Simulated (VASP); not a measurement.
Input:

```xyz
1
Lattice="-2.2276 2.2276 2.2276 2.2276 -2.2276 2.2276 2.2276 2.2276 -2.2276" Properties=species:S:1:pos:R:3 pbc="T T T"
Eu     0.0000     0.0000     0.0000
```

All values below come from PBE GGA, VASP's PBE PAW potentials (set 64) (plane waves; VASP). Numerical set-up: 480 eV cut-off, 10×10×10 Γ-centred mesh, first-order Methfessel-Paxton smearing of 0.10 eV, potentials Eu_2.

The 4f electrons are frozen in the core of the lanthanide potential, so 4f levels, which can set the real gap, and their magnetism are missing. Energy and stress use the plane-wave basis of the starting cell.

Question: The ions, cell shape and volume at an external pressure of 1.0 GPa are relaxed. What does this cell relax into?

Answer: 
```xyz
1
Lattice="-2.1766 2.1766 2.1766 2.1766 -2.1766 2.1766 2.1766 2.1766 -2.1766" Properties=species:S:1:pos:R:3 pbc="T T T"
Eu     0.0000     0.0000     0.0000
```
Space group Im-3m (229), at a tolerance of 0.03 Å.

Question: How do energy and volume change from the first to the last step?

Answer: The energy (σ→0) changes by +9.1 meV/atom and the volume by -6.7 %, in 4 ionic steps.

| step | E(σ→0) (eV) | max force (eV/Å) | pressure (GPa) | volume (Å³) |
|---|---|---|---|---|
| 1 | -1.8602 | 0.000 | 0.00 | 44.22 |
| 2 | -1.8572 | 0.000 | 0.56 | 42.48 |
| 3 | -1.8519 | 0.000 | 0.96 | 41.37 |
| 4 | -1.8512 | 0.000 | 1.00 | 41.25 |

The compound is Eu in the bcc structure. This run relaxes it under an external pressure of 1 GPa. Symmetry was kept, so distortions that lower it aren't found.
